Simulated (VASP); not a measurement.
```
LiCl
1.0
    0.00000     2.57000     2.57000
    2.57000     0.00000     2.57000
    2.57000     2.57000     0.00000
Li Cl
1 1
Direct
  0.00000   0.00000   0.00000
  0.50000   0.50000   0.50000
```

All values below come from PW91 GGA, VASP's PBE PAW potentials (set 64) (plane waves; VASP). Numerical set-up: 520 eV cut-off, 10×10×10 Γ-centred mesh, tetrahedra with Blöchl corrections, potentials Li_sv Cl.

**Question.** Tabulate the total density of states (states/eV per cell) against energy (eV; zero at the valence-band maximum or, without a gap, the Fermi level).

**Answer.** 
(E (eV), DOS (states/eV)): (-9.97, 0.00); (-9.61, 0.00); (-9.25, 0.00); (-9.01, 0.00); (-8.65, 0.00); (-8.29, 0.00); (-7.93, 0.00); (-7.69, 0.00); (-7.33, 0.00); (-6.97, 0.00); (-6.61, 0.00); (-6.25, 0.00); (-6.01, 0.00); (-5.65, 0.00); (-5.29, 0.00); (-4.93, 0.00); (-4.69, 0.00); (-4.33, 0.00); (-3.97, 0.00); (-3.61, 0.00); (-3.25, 0.00); (-3.01, 0.00); (-2.65, 1.27); (-2.29, 2.98); (-1.93, 1.06); (-1.69, 1.58); (-1.33, 1.61); (-0.97, 3.00); (-0.61, 3.21); (-0.25, 2.77); (-0.01, 0.50); (0.35, 0.00); (0.71, 0.00); (1.07, 0.00); (1.43, 0.00); (1.67, 0.00); (2.03, 0.00); (2.39, 0.00); (2.75, 0.00); (2.99, 0.00); (3.35, 0.00); (3.71, 0.00); (4.07, 0.00); (4.43, 0.00); (4.67, 0.00); (5.03, 0.00); (5.39, 0.00); (5.75, 0.00); (5.99, 0.00); (6.35, 0.00); (6.71, 0.06); (7.07, 0.33); (7.43, 0.71); (7.67, 0.72); (8.03, 1.34); (8.39, 1.93); (8.75, 0.72); (8.99, 0.56); (9.35, 1.27); (9.71, 2.15)
Within 2 eV below the valence-band maximum the largest weight inside VASP's projection spheres is Cl p.

The compound is LiCl in the rock salt structure. The cell was not relaxed at this level.
